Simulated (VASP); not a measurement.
Consider the following.

```yaml
crystal:
  lattice:
    - [0.00000, 3.32196, 3.32196]
    - [3.32196, 0.00000, 3.32196]
    - [3.32196, 3.32196, 0.00000]
  atoms:
    - { symbol: Pb, position: [0.00000, 0.00000, 0.00000] }
    - { symbol: S, position: [0.25000, 0.25000, 0.25000] }
```

Calculation: PBE GGA, VASP's PBE PAW potentials (set 64) (plane waves; VASP 6.6.1). Numerical set-up: 400 eV cut-off, 8×8×8 Γ-centred mesh, tetrahedra with Blöchl corrections, potentials Pb_d S.

Unless said otherwise, spin-orbit coupling is left out, though it shifts the bands of the heavy elements here.

Task: What does the run give for the energy per atom (σ→0), band gap (on the k-mesh) with the smallest direct gap where there is one?

Result: 
| Item | Value |
|---|---|
| band gap (on the k-mesh) | 0.84 eV |
| smallest direct gap (on the k-mesh) | 1.29 eV |
| energy per atom (σ→0) | -4.204 eV/atom |

The structure was generated: PbS was put into the zinc blende type (F-43m), which need not be its known phase. It was relaxed first, which changed the volume by +51 %.
